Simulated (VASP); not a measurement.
Method: r2SCAN meta-GGA, VASP's PBE PAW potentials (set 64) (plane waves; VASP).

VASP input:

### INCAR
```
SYSTEM = SrTiO3
PREC = Accurate
ENCUT = 520
EDIFF = 1E-8
NELM = 100
ALGO = Normal
LREAL = .FALSE.
LASPH = .TRUE.
ISMEAR = 0
SIGMA = 0.05
METAGGA = R2SCAN
LMIXTAU = .TRUE.
LMAXMIX = 4
LWAVE = .FALSE.
LCHARG = .FALSE.
IBRION = 1
ISIF = 2
NSW = 30
EDIFFG = -0.001
```

**KPOINTS**
```
K-points
0
G
5 5 5
```

**POSCAR**
```
SrTiO3
1
    3.9131560268    -0.0000000000    -0.0000000000
    0.0000000000     3.9131560268    -0.0000000000
    0.0000000000     0.0000000000     3.9131560268
Sr Ti O
1 1 3
Direct
  0.0000000000   0.0000000000   0.0000000000
  0.5000000000   0.5000000000   0.5000000000
  0.5000000000   0.0000000000   0.5000000000
  0.0000000000   0.5000000000   0.5000000000
  0.5000000000   0.5000000000   0.0000000000
```

POTCAR, in this order: Sr_sv Ti_sv O (PBE.64 set). Program: vasp_std.

Output

OUTCAR:
```
 ion  position               nearest neighbor table
   1  0.000  0.000  0.000-   3 2.77   4 2.77   5 2.77   3 2.77   4 2.77   4 2.77   5 2.77   4 2.77
                             3 2.77   5 2.77   3 2.77   5 2.77   2 3.39   2 3.39   2 3.39   2 3.39
   2  0.500  0.500  0.500-   3 1.96   4 1.96   5 1.96   5 1.96   3 1.96   4 1.96   1 3.39   1 3.39
                             1 3.39   1 3.39   1 3.39   1 3.39   1 3.39   1 3.39
   3  0.500  0.000  0.500-   2 1.96   2 1.96   1 2.77   1 2.77   1 2.77   1 2.77
   4  0.000  0.500  0.500-   2 1.96   2 1.96   1 2.77   1 2.77   1 2.77   1 2.77
   5  0.500  0.500  0.000-   2 1.96   2 1.96   1 2.77   1 2.77   1 2.77   1 2.77
  LATTYP: Found a simple cubic cell.
 ALAT       =     3.9131560268
 Subroutine PRICEL returns:
 Original cell was already a primitive cell.
 Subroutine GETGRP returns: Found 48 space group operations
The static configuration has the point symmetry O_h .
The dynamic configuration has the point symmetry O_h .
 Subroutine INISYM returns: Found 48 space group operations
 Subroutine IBZKPT returns following result:
 Found     10 irreducible k-points:

 Following reciprocal coordinates:
            Coordinates               Weight
  0.000000  0.000000  0.000000      1.000000
  0.200000  0.000000  0.000000      6.000000
  0.400000  0.000000  0.000000      6.000000
  0.200000  0.200000  0.000000     12.000000
...
```

File OSZICAR:
```
       N       E                     dE             d eps       ncg     rms          rms(c)
DAV:   1     0.441616483212E+03    0.44162E+03   -0.22237E+04   480   0.189E+03
DAV:   2    -0.379663002175E+02   -0.47958E+03   -0.47043E+03   584   0.517E+02
DAV:   3    -0.837891351316E+02   -0.45823E+02   -0.45767E+02   712   0.157E+02
DAV:   4    -0.861748238283E+02   -0.23857E+01   -0.23846E+01   696   0.305E+01
DAV:   5    -0.862482190989E+02   -0.73395E-01   -0.73374E-01   672   0.459E+00    0.271E+01
DAV:   6    -0.636152830750E+02    0.22633E+02   -0.46092E+01   728   0.777E+01    0.137E+01
DAV:   7    -0.625420173854E+02    0.10733E+01   -0.42574E+00   576   0.142E+01    0.698E+00
DAV:   8    -0.665090807595E+02   -0.39671E+01   -0.13738E+00   608   0.111E+01    0.225E+00
DAV:   9    -0.622643396215E+02    0.42447E+01   -0.12125E+00   512   0.919E+00    0.131E+00
DAV:  10    -0.631004038056E+02   -0.83606E+00   -0.26404E-01   568   0.450E+00    0.898E-01
DAV:  11    -0.631064438002E+02   -0.60400E-02   -0.82724E-03   696   0.701E-01    0.560E-01
DAV:  12    -0.633256950356E+02   -0.21925E+00   -0.88960E-02   496   0.317E+00    0.205E-01
DAV:  13    -0.633246551439E+02    0.10399E-02   -0.65711E-03   552   0.961E-01    0.107E-01
DAV:  14    -0.633272321638E+02   -0.25770E-02   -0.20810E-03   584   0.469E-01    0.916E-02
DAV:  15    -0.633273354127E+02   -0.10325E-03   -0.57608E-04   672   0.267E-01    0.466E-02
DAV:  16    -0.633277261307E+02   -0.39072E-03   -0.17087E-04   480   0.132E-01    0.169E-02
DAV:  17    -0.633276890789E+02    0.37052E-04   -0.62973E-05   592   0.861E-02    0.874E-03
DAV:  18    -0.633277292357E+02   -0.40157E-04   -0.38919E-05   488   0.702E-02    0.296E-03
DAV:  19    -0.633277317652E+02   -0.25295E-05   -0.22684E-06   728   0.148E-02    0.199E-03
DAV:  20    -0.633277323547E+02   -0.58956E-06   -0.46768E-07   552   0.657E-03    0.158E-03
DAV:  21    -0.633277324787E+02   -0.12391E-06   -0.17344E-07   592   0.358E-03    0.917E-04
DAV:  22    -0.633277326334E+02   -0.15474E-06   -0.13979E-07   496   0.322E-03    0.397E-04
DAV:  23    -0.633277326166E+02    0.16796E-07   -0.67592E-09   264   0.101E-03    0.128E-04
DAV:  24    -0.633277326033E+02    0.13284E-07   -0.20206E-09   264   0.438E-04    0.943E-05
DAV:  25    -0.633277326032E+02    0.95497E-10   -0.57637E-10   264   0.190E-04
   1 F= -.63327733E+02 E0= -.63327733E+02  d E =-.633277E+02
```

File OUTCAR:
```
------------------------ aborting loop because EDIFF is reached ----------------------------------------
  FORCE on cell =-STRESS in cart. coord.  units (eV):
  Direction    XX          YY          ZZ          XY          YZ          ZX
  --------------------------------------------------------------------------------------
  Total        0.0083275      0.0083275      0.0083275      0.0000000      0.0000000     -0.0000000
  in kB        0.2226606      0.2226606      0.2226606      0.0000000      0.0000000     -0.0000000
  external PRESSURE =       0.2226606 kB  Pullay stress =       0.0000000 kB
  volume of cell :       59.92
      direct lattice vectors                 reciprocal lattice vectors
     3.913156027  0.000000000  0.000000000     0.255548205  0.000000000  0.000000000
     0.000000000  3.913156027  0.000000000     0.000000000  0.255548205  0.000000000
     0.000000000  0.000000000  3.913156027     0.000000000  0.000000000  0.255548205
 POSITION                                       TOTAL-FORCE (eV/Angst)
 -----------------------------------------------------------------------------------
      0.00000      0.00000      0.00000         0.000000      0.000000      0.000000
      1.95658      1.95658      1.95658         0.000000      0.000000      0.000000
      1.95658      0.00000      1.95658         0.000000      0.000000      0.000000
      0.00000      1.95658      1.95658         0.000000      0.000000      0.000000
      1.95658      1.95658      0.00000         0.000000      0.000000      0.000000
 -----------------------------------------------------------------------------------
    total drift:                                0.000000      0.000000     -0.000000
  FREE ENERGIE OF THE ION-ELECTRON SYSTEM (eV)
  ---------------------------------------------------
  free  energy   TOTEN  =       -63.3277326032 eV

  energy  without entropy=      -63.3277326032  energy(sigma->0) =      -63.32773260

 reached required accuracy - stopping structural energy minimisation
```
(Selected blocks of OUTCAR.)

The compound is SrTiO3 in the cubic perovskite structure, the ideal cubic form; the compound distorts at low or room temperature. It was relaxed first. The start is the result of an earlier pass.
